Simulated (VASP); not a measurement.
Set up this calculation in VASP 6.6.1, as the native input.

```yaml
Task: relaxation of cell and atoms
Functional: LDA
Potentials_or_basis: VASP PAW LDA potentials, release 64 (Si, W_sv)
Cutoff: 600 eV
k_mesh: 18 × 18 × 18
Occupations: gaussian, width 0.1 eV
Spin: no spin polarisation
Further_INCAR_settings: ALGO = Normal; EDIFF = 1e-07; IBRION = 2; EDIFFG = -0.005; NSW = 90; ISIF = 3
```

The structure of Si2W lies in POSCAR:

```
Si2W
1.0
   -1.6073666700      1.6073666700      3.9010319200
    1.6073666700     -1.6073666700      3.9010319200
    1.6073666700      1.6073666700     -3.9010319200
Si W
2 1
Direct
    0.3349898400      0.3349898400      0.0000000000
    0.6650101600      0.6650101600      0.0000000000
    0.0000000000      0.0000000000      0.0000000000
```

The cell is a database's computed one.

These files were run (other wordings do the same):

INCAR

```
PREC     = Accurate       # precision mode
ENCUT    = 600            # plane-wave cutoff, eV
EDIFF    = 1E-7           # SCF threshold, eV
ISMEAR   = 0              # smearing method
SIGMA    = 0.1            # smearing width, eV
LREAL    = F              # projectors in reciprocal space
LASPH    = T              # aspherical terms in the spheres
NELM     = 100            # most SCF steps
ALGO     = Normal         # electronic algorithm
ISIF     = 3              # what is computed and relaxed
LWAVE    = F              # write WAVECAR
LCHARG   = F              # write CHGCAR
GGA      = CA             # functional
IBRION   = 2              # ionic algorithm
NSW      = 90             # ionic steps
EDIFFG   = -0.005         # ionic threshold
```

KPOINTS

```
Automatic mesh
0
Gamma
  18 18 18
```

Potentials or basis: VASP PAW LDA potentials, release 64 (Si, W_sv).

Launch:

```console
$ cat potpaw_LDA.64/Si/POTCAR potpaw_LDA.64/W_sv/POTCAR > POTCAR
$ mpirun -np 1 vasp_std > vasp.out
```

It gave:

- Relaxed volume: 13.19 Å³/atom
- Relaxed cell: a = 4.496 Å, b = 4.496 Å, c = 4.496 Å, α = 138.46°, β = 138.46°, γ = 60.21°
- Space group after relaxing (to 0.05 Å): I4/mmm (No. 139)
- Energy gained by relaxing: 3.6 meV/atom
- Ionic steps: 10
- Pressure after relaxing: 0.0 GPa
- Band gap on the k mesh: none (metal or under the smearing width)

Wall time 27 min on 1 thread of AMD EPYC 9R14 (Zen 4), with other jobs on the host, peak memory 0.44 GiB.
